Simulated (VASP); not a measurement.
Method: PBE GGA, VASP's PBE PAW potentials (set 64) (plane waves; VASP).

Gaps are without spin-orbit coupling.

```json
{
  "volume_per_atom": "17.62 Å³/atom",
  "band gap (over mesh and band path)": "3.28 eV",
  "smallest direct gap (over mesh and band path)": "3.39 eV"
}
```

### Question
Which relaxed crystal gives these values?
(A) P, Cmce (64)
(B) SrO, Fm-3m (225)
(C) CdF2, Fm-3m (225)
(D) NaI, Fm-3m (225)

### Answer
B, SrO, Fm-3m (225)
